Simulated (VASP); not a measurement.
Set up this calculation in VASP 6.6.1, as the native input.

- Task: relaxation of the atoms
- Functional: PBEsol
- Potentials or basis: VASP PAW PBE potentials, release 64 (Co, C)
- Cutoff: 450 eV
- k mesh: 3 × 4 × 4
- Occupations: gaussian, width 0.03 eV
- Spin: collinear spin, ferromagnetic start
- Starting moments: [3.0, 0.0, 0.0, 0.0, 0.0, 0.0, 0.0, 0.0, 0.0, 0.0, 0.0, 0.0, 0.0, 0.0, 0.0, 0.0, 0.0, 0.0, 0.0, 0.0, 0.0, 0.0, 0.0, 0.0] μB
- Fixed moment: 3 μB
- Hubbard terms: Co d U = 4 eV
- Dq: 0
- Further INCAR settings: LREAL = Auto; ALGO = Normal; EDIFF = 1e-05; ISYM = 0; IBRION = 2; EDIFFG = -0.03; NSW = 60

The structure of CoC23 (a cell with a defect) lies in POSCAR:

```
CoC23
1.0
    0.0000000000      5.3503200000      5.3503200000
    3.5668800000      0.0000000000      3.5668800000
    3.5668800000      3.5668800000      0.0000000000
Co C
1 23
Direct
   -0.0017600000      0.0111080000     -0.0074660000
   -0.0025850000      0.0016260000      0.5098920000
    0.0005410000      0.4876590000     -0.0059410000
   -0.0002570000      0.5013190000      0.5018890000
    0.3339000000      0.0052090000      0.0009910000
    0.3355680000     -0.0070530000      0.4932780000
    0.3341620000      0.4996830000     -0.0034840000
    0.3313730000      0.5103960000      0.4859770000
    0.6615030000      0.0002540000      0.0008470000
    0.6765430000     -0.0188430000      0.4880910000
    0.6600180000      0.5038060000     -0.0042940000
    0.6725730000      0.4970630000      0.4812160000
    0.0943230000      0.1131940000      0.1331490000
    0.0925650000      0.1209910000      0.6212720000
    0.0860180000      0.6252870000      0.1143960000
    0.0857540000      0.6260620000      0.6239350000
    0.4224570000      0.1258670000      0.1173250000
    0.4106110000      0.1220220000      0.6264610000
    0.4176940000      0.6325880000      0.1220560000
    0.4097510000      0.6384380000      0.6245000000
    0.7494680000      0.1164670000      0.1309950000
    0.7472340000      0.1314220000      0.6167880000
    0.7468050000      0.6172310000      0.1288780000
    0.7514580000      0.6258290000      0.6203670000
```

The cell isn't the ideal one: atoms moved at random, drawn with an rms of 0.05 Å.

The input as run:

INCAR

```
PREC = Accurate ; ENCUT = 450
EDIFF = 1E-5 ; ISMEAR = 0
SIGMA = 0.03 ; LREAL = Auto
LASPH = T ; NELM = 120
ALGO = Normal ; ISIF = 2
LWAVE = F ; LCHARG = F
ISPIN = 2 ; MAGMOM = 3 0 0 0 0 0 0 0 0 0 0 0 0 0 0 0 0 0 0 0 0 0 0 0
LORBIT = 11 ; NUPDOWN = 3
LMAXMIX = 4 ; LDAU = T
LDAUTYPE = 2 ; LDAUL = 2 -1
LDAUU = 4 0 ; LDAUJ = 0 0
LDAUPRINT = 1 ; GGA = PS
IBRION = 2 ; NSW = 60
EDIFFG = -0.03 ; ISYM = 0
KPAR = 4
```

KPOINTS

```
Automatic mesh
0
Gamma
  3 4 4
```

Potentials or basis: VASP PAW PBE potentials, release 64 (Co, C).

Run with:

```console
$ cat potpaw_PBE.64/Co/POTCAR potpaw_PBE.64/C/POTCAR > POTCAR
$ mpirun -np 4 vasp_std > vasp.out
```

Results of the run:

| Item | Value |
| --- | --- |
| Energy gained by relaxing | 204.1 meV/atom |
| Ionic steps | 20 |
| Largest force after relaxing | 0.029 eV/Å |
| Net moment | 3.00 μB per cell |
| Site moments | Co +2.00; C +0.00, +0.02, +0.01, -0.00, +0.07, +0.09, +0.04, +0.17 μB |
| Valence electrons inside the program's atomic spheres | Co 9.49; C 2.59, 2.58, 2.63, 2.62, 2.66, 2.64, 2.65, 2.57, 2.69, 2.56, 2.55 |

Caveat: the k mesh is coarse (spacing up to 0.38 Å⁻¹), so the values aren't converged; the electronic state changed during the relaxation; the PAW data sets were made with another functional, which shifts forces and pressure a little; the total moment is fixed, so each spin has its own Fermi level; the U is typed as a test and isn't derived for this compound.

Wall time 45 min on 4 MPI ranks on Intel(R) Xeon(R) Platinum 8488C (Sapphire Rapids) (shared host), peak memory 0.47 GiB a rank.
